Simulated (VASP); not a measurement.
Output of a VASP run:

File OUTCAR:
```
 ion  position               nearest neighbor table
   1  0.333  0.667  0.250-   2 2.68   2 2.68   2 2.68   2 2.68   2 2.68   2 2.68
   2  0.667  0.333  0.750-   1 2.68   1 2.68   1 2.68   1 2.68   1 2.68   1 2.68
  LATTYP: Found a hexagonal cell.
 ALAT       =     2.7170499833
 C/A-ratio  =     1.6018344335
 Subroutine PRICEL returns:
 Original cell was already a primitive cell.
 Subroutine GETGRP returns: Found 24 space group operations
The static configuration has the point symmetry D_3d.
 The point group associated with its full space group is D_6h.
The dynamic configuration has the point symmetry D_3d.
 Subroutine INISYM returns: Found 24 space group operations
 Subroutine IBZKPT returns following result:
 Found    120 irreducible k-points:

 Following reciprocal coordinates:
            Coordinates               Weight
  0.000000  0.000000  0.000000      1.000000
  0.071429  0.000000  0.000000      6.000000
  0.142857  0.000000  0.000000      6.000000
  0.214286  0.000000  0.000000      6.000000
  0.285714  0.000000  0.000000      6.000000
  0.357143  0.000000  0.000000      6.000000
  0.428571  0.000000  0.000000      6.000000
  0.500000  0.000000  0.000000      3.000000
  0.071429  0.071429  0.000000      6.000000
  0.142857  0.071429  0.000000     12.000000
  0.214286  0.071429  0.000000     12.000000
  0.285714  0.071429  0.000000     12.000000
  0.357143  0.071429  0.000000     12.000000
  0.428571  0.071429  0.000000     12.000000
  0.142857  0.142857  0.000000      6.000000
  0.214286  0.142857  0.000000     12.000000
  0.285714  0.142857  0.000000     12.000000
  0.357143  0.142857  0.000000     12.000000
  0.428571  0.142857  0.000000      6.000000
  0.214286  0.214286  0.000000      6.000000
  0.285714  0.214286  0.000000     12.000000
  0.357143  0.214286  0.000000     12.000000
  0.285714  0.285714  0.000000      6.000000
  0.357143  0.285714  0.000000      6.000000
  0.000000  0.000000  0.125000      2.000000
  0.071429  0.000000  0.125000     12.000000
  0.142857  0.000000  0.125000     12.000000
  0.214286  0.000000  0.125000     12.000000
  0.285714  0.000000  0.125000     12.000000
  0.357143  0.000000  0.125000     12.000000
  0.428571  0.000000  0.125000     12.000000
  0.500000  0.000000  0.125000      6.000000
  0.071429  0.071429  0.125000     12.000000
  0.142857  0.071429  0.125000     24.000000
  0.214286  0.071429  0.125000     24.000000
  0.285714  0.071429  0.125000     24.000000
  0.357143  0.071429  0.125000     24.000000
  0.428571  0.071429  0.125000     24.000000
  0.142857  0.142857  0.125000     12.000000
  0.214286  0.142857  0.125000     24.000000
   k-points           NKPTS =    120   k-points in BZ     NKDIM =    120   number of bands    NBANDS=     17
   number of dos      NEDOS =    301   number of ions     NIONS =      2
   total plane-waves  NPLWV =  12800
   dimension x,y,z NGX =    20 NGY =   20 NGZ =   32
   dimension x,y,z NGXF=    40 NGYF=   40 NGZF=   64
   ions per type =               2
   PREC   = accura    normal or accurate (medium, high low for compatibility)
   ISTART =      0    job   : 0-new  1-cont  2-samecut
   ICHARG =      2    charge: 1-file 2-atom 10-const
   ISPIN  =      1    spin polarized calculation?
   LNONCOLLINEAR =      F non collinear calculations
   LSORBIT =      F    spin-orbit coupling
   INIWAV =      1    electr: 0-lowe 1-rand  2-diag
   ENCUT  =  480.0 eV  35.28 Ry    5.94 a.u.   4.85  4.85  7.77*2*pi/ulx,y,z
   NELM   =    100;   NELMIN=  2; NELMDL= -5     # of ELM steps
   EDIFF  = 0.1E-06   stopping-criterion for ELM
   LREAL  =      F    real-space projection
   NLSPLINE    = F    spline interpolate recip. space projectors
   LMAXMIX     =    4 max onsite mixed and CHGCAR
   VOSKOWN=      0    Vosko Wilk Nusair interpolation
   EDIFFG = -.1E-01   stopping-criterion for IOM
   NSW    =     40    number of steps for IOM
...
```

### OSZICAR
```
       N       E                     dE             d eps       ncg     rms          rms(c)
DAV:   1     0.300040338031E+03    0.30004E+03   -0.16150E+04  4112   0.152E+03
DAV:   2    -0.163437836445E+02   -0.31638E+03   -0.31307E+03  4488   0.445E+02
DAV:   3    -0.241097710596E+02   -0.77660E+01   -0.75921E+01  4868   0.807E+01
DAV:   4    -0.241828893569E+02   -0.73118E-01   -0.72446E-01  4454   0.764E+00
DAV:   5    -0.241835316663E+02   -0.64231E-03   -0.64216E-03  4620   0.696E-01    0.264E+01
DAV:   6    -0.227231221924E+02    0.14604E+01   -0.34592E+00  4345   0.184E+01    0.830E+00
DAV:   7    -0.225431267091E+02    0.18000E+00   -0.68289E-01  4639   0.736E+00    0.924E-01
DAV:   8    -0.225317076820E+02    0.11419E-01   -0.12644E-02  4184   0.127E+00    0.349E-01
DAV:   9    -0.225314610534E+02    0.24663E-03   -0.63553E-04  4809   0.210E-01    0.261E-02
DAV:  10    -0.225314633432E+02   -0.22898E-05   -0.27866E-05  4332   0.463E-02    0.118E-02
DAV:  11    -0.225314628590E+02    0.48415E-06   -0.52872E-07  4369   0.763E-03    0.962E-04
DAV:  12    -0.225314626620E+02    0.19702E-06   -0.48310E-08  2153   0.174E-03    0.197E-04
DAV:  13    -0.225314626493E+02    0.12679E-07   -0.86371E-09  2059   0.697E-04
   1 F= -.22357790E+02 E0= -.22357422E+02  d E =-.223578E+02
```

### OUTCAR
```
------------------------ aborting loop because EDIFF is reached ----------------------------------------
  FORCE on cell =-STRESS in cart. coord.  units (eV):
  Direction    XX          YY          ZZ          XY          YZ          ZX
  --------------------------------------------------------------------------------------
  Total        0.1756042      0.1756042      0.1711653      0.0000000      0.0000000     -0.0000000
  in kB       10.1112379     10.1112412      9.8556456      0.0000000      0.0000000     -0.0000000
  external PRESSURE =       0.0260416 kB  Pullay stress =      10.0000000 kB
  volume of cell :       27.83
      direct lattice vectors                 reciprocal lattice vectors
     1.358524825 -2.353034405  0.000000000     0.368046274 -0.212491581  0.000000000
     1.358524825  2.353034405  0.000000000     0.368046274  0.212491581  0.000000000
     0.000000000  0.000000000  4.352264221     0.000000000  0.000000000  0.229765462
 POSITION                                       TOTAL-FORCE (eV/Angst)
 -----------------------------------------------------------------------------------
      1.35852      0.78435      1.08807         0.000000      0.000000      0.000000
      1.35852     -0.78435      3.26420        -0.000000     -0.000000      0.000000
 -----------------------------------------------------------------------------------
    total drift:                               -0.000000      0.000604     -0.000043
  FREE ENERGIE OF THE ION-ELECTRON SYSTEM (eV)
  ---------------------------------------------------
  free  energy   TOTEN  =       -22.5314626493 eV

  energy  without entropy=      -22.5303584292  energy(sigma->0) =      -22.53109458
  enthalpy is  TOTEN    =       -22.3577903627 eV   P V=        0.1736722867

 reached required accuracy - stopping structural energy minimisation
```
(Selected blocks of OUTCAR.)

File POSCAR:
```
Tc
1
    1.3585248251    -2.3530344050    -0.0000000000
    1.3585248251     2.3530344050    -0.0000000000
    0.0000000000     0.0000000000     4.3522642208
Tc
2
Direct
  0.3333330000   0.6666670000   0.2500000000
  0.6666670000   0.3333330000   0.7500000000
```

Question: Write an INCAR and KPOINTS that could have produced this output.

Answer: One answer among several that fit: the input of the run itself, PBEsol GGA, plane waves, VASP's PBE PAW potentials (set 64).

INCAR:
```
SYSTEM = Tc
PREC = Accurate
ENCUT = 480
EDIFF = 1E-7
NELM = 100
ALGO = Normal
LREAL = .FALSE.
LASPH = .TRUE.
ISMEAR = 1
SIGMA = 0.1
GGA = PS
LMAXMIX = 4
LWAVE = .FALSE.
LCHARG = .FALSE.
ISIF = 3
IBRION = 2
NSW = 40
EDIFFG = -0.01
PSTRESS = 10
```

File KPOINTS:
```
Automatic mesh
0
Gamma
14 14 8
0 0 0
```

POTCAR, in this order: Tc_pv (PBE.64 set). Program: vasp_std.

The compound is Tc in the hcp structure. It was relaxed first under an external pressure of 1 GPa.
